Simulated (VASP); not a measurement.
Given:

```
CELL_PARAMETERS angstrom
      1.87098    -3.24063     0.00000
      1.87098     3.24063     0.00000
      0.00000     0.00000     6.64563
ATOMIC_POSITIONS crystal
  Sn 0.00000 0.00000 0.00000
  Se 0.33333 0.66667 0.23295
  Se 0.66667 0.33333 0.76705
```

Method: AM05 GGA, VASP's PBE PAW potentials (set 64) (plane waves; VASP). Settings: 520 eV cut-off, 7×7×4 Γ-centred mesh, Gaussian smearing of 0.050 eV, potentials Sn_d Se.

Without a dispersion term in the relaxation, distances and binding between the weakly bound layers, chains or molecules are unreliable, and so is what depends on them.

Problem. The ions and cell shape at fixed volume are relaxed. What does this cell relax into?

Solution. 
```
CELL_PARAMETERS angstrom
      1.90599    -3.30128     0.00000
      1.90599     3.30128     0.00000
      0.00000     0.00000     6.40371
ATOMIC_POSITIONS crystal
  Sn 0.00000 0.00000 0.00000
  Se 0.33333 0.66667 0.24703
  Se 0.66667 0.33333 0.75297
```
Space group P-3m1 (164), at a tolerance of 0.03 Å.

Problem. How much energy does the relaxation gain?

Solution. The energy (σ→0) changes by -18.5 meV/atom, in 8 ionic steps.

The compound is SnSe2 in the 1T layered structure. This cell is one point of a volume scan, at 0.94 of the reference volume. Symmetry was kept, so distortions that lower it aren't found.
